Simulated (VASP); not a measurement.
# Sr2MoO4: structure and properties in VASP, part 5 of 6

Aim: relax Sr2MoO4, then compute properties on the relaxed cell. The start is a computed cell from the Materials Project.

VASP 6.6.1; AM05, no spin polarisation; plane waves and PAW (Sr_sv, Mo_sv, O).

Still holding for the runs below: This run has no spin polarisation, although Mo can carry a moment.

So far. Step 5 (Band structure (AM05)): There is no gap at this level. Step 6 (Density of states (AM05)): The finer mesh and the other smearing move the Fermi level by +0.05 eV from the 6×6×6 run, a small shift, which tests the Fermi level alone. Of the states within 0.3 eV of the Fermi level, the largest shares in the PAW spheres are Mo d 65 % and O p 16 %. The rest lies in smaller channels or between the spheres. The relaxed cell has a = 3.883, c = 12.866 Å (conventional setting).

## Step 7: Vibrations at Γ (AM05) (continued)

OUTCAR, selected parts (step 7):

```text
   k-points           NKPTS =     59   k-points in BZ     NKDIM =     59   number of bands    NBANDS=     36

   NELECT =      58.0000    total number of electrons

  Total        0.1620658      0.1620658     -0.0251298      0.0000000     -0.0000000      0.0000000
  in kB        2.6768377      2.6768377     -0.4150677      0.0000000     -0.0000000      0.0000000
  external PRESSURE =       1.6462026 kB  Pullay stress =       0.0000000 kB

 POSITION                                       TOTAL-FORCE (eV/Angst)
 -----------------------------------------------------------------------------------
     -1.94156     -1.94156     -1.91604        -0.000000      0.000000      0.078492
      0.00000     -3.88313     -4.51700         0.000000     -0.000000     -0.078492
      0.00000      0.00000      0.00000        -0.000000      0.000000     -0.000000
      0.00000     -1.94156      0.00000         0.000000      0.000000     -0.000000
     -1.94156      0.00000      0.00000         0.000000      0.000000     -0.000000
      0.00000     -3.88313     -2.09668         0.000000     -0.000000     -0.045108
     -1.94156     -1.94156     -4.33636        -0.000000      0.000000      0.045108
 -----------------------------------------------------------------------------------
    total drift:                                0.000000     -0.000000     -0.000000

 Eigenvectors and eigenvalues of the dynamical matrix
 ----------------------------------------------------

   1 f  =   20.668198 THz   129.862119 2PiTHz  689.416880 cm-1    85.476761 meV
             X         Y         Z           dx          dy          dz
     -1.941565 -1.941565 -1.916035     0.002016    0.001015   -0.000000
      0.000000 -3.883129 -4.517004     0.002016    0.001015   -0.000000
      0.000000  0.000000  0.000000    -0.290891   -0.146512    0.000000
      0.000000 -1.941565  0.000000    -0.104756    0.421877    0.000000
     -1.941565  0.000000  0.000000     0.837615   -0.052762   -0.000000
      0.000000 -3.883129 -2.096678    -0.015090   -0.007600    0.000000
     -1.941565 -1.941565 -4.336360    -0.015090   -0.007600    0.000000

   2 f  =   20.668198 THz   129.862119 2PiTHz  689.416880 cm-1    85.476761 meV
             X         Y         Z           dx          dy          dz
     -1.941565 -1.941565 -1.916035    -0.001015    0.002016    0.000000
      0.000000 -3.883129 -4.517004    -0.001015    0.002016    0.000000
      0.000000  0.000000  0.000000     0.146512   -0.290891   -0.000000
      0.000000 -1.941565  0.000000     0.052762    0.837615    0.000000
     -1.941565  0.000000  0.000000    -0.421877   -0.104756    0.000000
      0.000000 -3.883129 -2.096678     0.007600   -0.015090   -0.000000
     -1.941565 -1.941565 -4.336360     0.007600   -0.015090   -0.000000

   3 f  =   16.108128 THz   101.210350 2PiTHz  537.309299 cm-1    66.617833 meV
             X         Y         Z           dx          dy          dz
     -1.941565 -1.941565 -1.916035    -0.000000    0.000000    0.040134
      0.000000 -3.883129 -4.517004     0.000000   -0.000000   -0.040134
      0.000000  0.000000  0.000000    -0.000000    0.000000   -0.000000
      0.000000 -1.941565  0.000000     0.000000   -0.000000    0.000000
     -1.941565  0.000000  0.000000     0.000000   -0.000000    0.000000
      0.000000 -3.883129 -2.096678     0.000000   -0.000000   -0.705967
     -1.941565 -1.941565 -4.336360    -0.000000    0.000000    0.705967

   4 f  =   15.411226 THz    96.831589 2PiTHz  514.063169 cm-1    63.735681 meV
             X         Y         Z           dx          dy          dz
     -1.941565 -1.941565 -1.916035    -0.000000    0.000000    0.029693
      0.000000 -3.883129 -4.517004    -0.000000    0.000000    0.029693
      0.000000  0.000000  0.000000     0.000000   -0.000000   -0.381385
      0.000000 -1.941565  0.000000    -0.000000   -0.000000    0.615458
     -1.941565  0.000000  0.000000     0.000000    0.000000    0.615458
      0.000000 -3.883129 -2.096678     0.000000   -0.000000   -0.218180
[...]
0.000000 -3.883129 -2.096678    -0.000000    0.000000    0.624362
     -1.941565 -1.941565 -4.336360    -0.000000    0.000000    0.624362

   7 f  =   12.048466 THz    75.702744 2PiTHz  401.893565 cm-1    49.828429 meV
             X         Y         Z           dx          dy          dz
     -1.941565 -1.941565 -1.916035    -0.001614   -0.001929    0.000000
      0.000000 -3.883129 -4.517004    -0.001614   -0.001929    0.000000
      0.000000  0.000000  0.000000    -0.270332   -0.323235    0.000000
      0.000000 -1.941565  0.000000     0.575961   -0.023686    0.000000
     -1.941565  0.000000  0.000000    -0.019809    0.688673   -0.000000
      0.000000 -3.883129 -2.096678     0.056428    0.067471   -0.000000
     -1.941565 -1.941565 -4.336360     0.056428    0.067471   -0.000000

   8 f  =   12.048466 THz    75.702744 2PiTHz  401.893565 cm-1    49.828429 meV
             X         Y         Z           dx          dy          dz
     -1.941565 -1.941565 -1.916035    -0.001929    0.001614   -0.000000
      0.000000 -3.883129 -4.517004    -0.001929    0.001614   -0.000000
      0.000000  0.000000  0.000000    -0.323235    0.270332   -0.000000
      0.000000 -1.941565  0.000000     0.688673    0.019809    0.000000
     -1.941565  0.000000  0.000000    -0.023686   -0.575961    0.000000
      0.000000 -3.883129 -2.096678     0.067471   -0.056428    0.000000
     -1.941565 -1.941565 -4.336360     0.067471   -0.056428    0.000000

   9 f  =    6.801553 THz    42.735416 2PiTHz  226.875375 cm-1    28.128949 meV
             X         Y         Z           dx          dy          dz
     -1.941565 -1.941565 -1.916035    -0.041601    0.038936    0.000000
      0.000000 -3.883129 -4.517004    -0.041601    0.038936    0.000000
      0.000000  0.000000  0.000000     0.294906   -0.276017    0.000000
      0.000000 -1.941565  0.000000     0.227296   -0.107996    0.000000
     -1.941565  0.000000  0.000000     0.115386   -0.212738    0.000000
      0.000000 -3.883129 -2.096678    -0.434534    0.406702   -0.000000
     -1.941565 -1.941565 -4.336360    -0.434534    0.406702   -0.000000

  10 f  =    6.801553 THz    42.735416 2PiTHz  226.875375 cm-1    28.128949 meV
             X         Y         Z           dx          dy          dz
     -1.941565 -1.941565 -1.916035    -0.038936   -0.041601   -0.000000
      0.000000 -3.883129 -4.517004    -0.038936   -0.041601   -0.000000
      0.000000  0.000000  0.000000     0.276017    0.294906   -0.000000
      0.000000 -1.941565  0.000000     0.212738    0.115386    0.000000
     -1.941565  0.000000  0.000000     0.107996    0.227296   -0.000000
      0.000000 -3.883129 -2.096678    -0.406702   -0.434534    0.000000
     -1.941565 -1.941565 -4.336360    -0.406702   -0.434534    0.000000

  11 f  =    6.237273 THz    39.189945 2PiTHz  208.053047 cm-1    25.795279 meV
             X         Y         Z           dx          dy          dz
     -1.941565 -1.941565 -1.916035    -0.103361    0.023507    0.000000
      0.000000 -3.883129 -4.517004     0.103361   -0.023507   -0.000000
      0.000000  0.000000  0.000000     0.000000    0.000000   -0.000000
      0.000000 -1.941565  0.000000     0.000000    0.000000    0.000000
     -1.941565  0.000000  0.000000     0.000000    0.000000    0.000000
      0.000000 -3.883129 -2.096678    -0.681708    0.155041   -0.000000
     -1.941565 -1.941565 -4.336360     0.681708   -0.155041    0.000000

  12 f  =    6.237273 THz    39.189945 2PiTHz  208.053047 cm-1    25.795279 meV
             X         Y         Z           dx          dy          dz
     -1.941565 -1.941565 -1.916035    -0.023507   -0.103361   -0.000000
      0.000000 -3.883129 -4.517004     0.023507    0.103361    0.000000
      0.000000  0.000000  0.000000    -0.000000   -0.000000    0.000000
      0.000000 -1.941565  0.000000    -0.000000   -0.000000   -0.000000
    [... 91 further lines ...]
      0.000000 -3.883129 -2.096678    -0.000000   -0.000000    0.219337
     -1.941565 -1.941565 -4.336360    -0.000000   -0.000000    0.219337

 ELASTIC MODULI CONTR FROM IONIC RELAXATION (kBar)
 Direction    XX          YY          ZZ          XY          YZ          ZX
 --------------------------------------------------------------------------------
 XX         -84.9667    -84.9667     10.4708      0.0000      0.0000      0.0000
 YY         -84.9667    -84.9667     10.4708      0.0000     -0.0000     -0.0000
 ZZ          10.4708     10.4708   -392.5834      0.0000     -0.0000      0.0000
 XY           0.0000      0.0000      0.0000     -0.0000      0.0000     -0.0000
 YZ           0.0000     -0.0000     -0.0000      0.0000    -38.5742      0.0000
 ZX           0.0000     -0.0000      0.0000     -0.0000      0.0000    -52.6226
 --------------------------------------------------------------------------------

[... 6 parts as in an earlier step ...]

[... 4 further parts left out ...]
```

Energies printed during the response cycles are not total energies of the cell.

This step gave:

| Item | Value |
| --- | --- |
| bands | 36 |
| irreducible k-points | 59 |
| pressure of the cell | 0.1646 GPa |
| largest force of the cell | 0.07849 eV/Å |
| Fermi energy | 6.114 eV |

Modes at Γ, with each element's share of the kinetic energy:

```tsv
mode	frequency (cm⁻¹)	symmetry	Sr %	Mo %	O %
1	-0.5	acoustic	52	29	19
2	-0.2	acoustic	52	29	19
3	-0.2	acoustic	52	29	19
4	98.2	Eg	98	0	2
5	98.2	Eg	98	0	2
6	117.9	Eu	47	27	26
7	117.9	Eu	47	27	26
8	180.9	A2u	46	38	16
9	188.5	A1g	100	0	0
10	208.1	Eg	2	0	98
11	208.1	Eg	2	0	98
12	226.9	Eu	1	16	83
13	226.9	Eu	1	16	83
14	401.9	Eu	0	18	82
15	401.9	Eu	0	18	82
16	420.9	A2u	1	19	80
17	423.0	Bu	0	0	100
18	514.1	A2u	0	15	85
19	537.3	A1g	0	0	100
20	689.4	Eu	0	11	89
21	689.4	Eu	0	11	89
```

Displacements in mode 5 (98.2 cm⁻¹), the largest set to 1:
```
Sr1  1.00 -1.00  0.00
Sr2 -1.00  1.00  0.00
Mo3  0.00  0.00  0.00
O4   0.00  0.00  0.00
O5   0.00  0.00  0.00
O6  -0.35  0.35  0.00
O7   0.35 -0.35  0.00
```

Displacements in mode 8 (180.9 cm⁻¹), the largest set to 1:
```
Sr1  0.00  0.00  0.81
Sr2  0.00  0.00  0.81
Mo3  0.00  0.00 -0.98
O4   0.00  0.00 -1.00
O5   0.00  0.00 -1.00
O6   0.00  0.00 -0.47
O7   0.00  0.00 -0.47
```

The three acoustic modes lie within 0.5 cm⁻¹ of zero, and all others are real. By the characters of their eigenvectors the optical modes sort into (cm⁻¹) Raman active: Eg 98, A1g 188, Eg 208, A1g 537; infrared active: Eu 118, A2u 181, Eu 227, Eu 402, A2u 421, A2u 514, Eu 689; silent: Bu 423. B labels carry no number here, since it depends on the setting of the axes. With a centre of inversion no mode is active in both.

[end of part 5 of 6]

[Lines on the potential files, build, host, timing and source positions are cut from VASP's logs without a mark.]

[Logs are printed without paths, hosts, clocks, repeated set-up lines and the standing remarks that a program may print on its own settings, such as how far it seeks lower states.]

[Hosts, paths, dates, database ids (printed as entryN), source tags and the programs' standing remarks are cut or masked in the printed files.]

[A measured line is paired with the nearest computed mode of its activity, which favours agreement.]
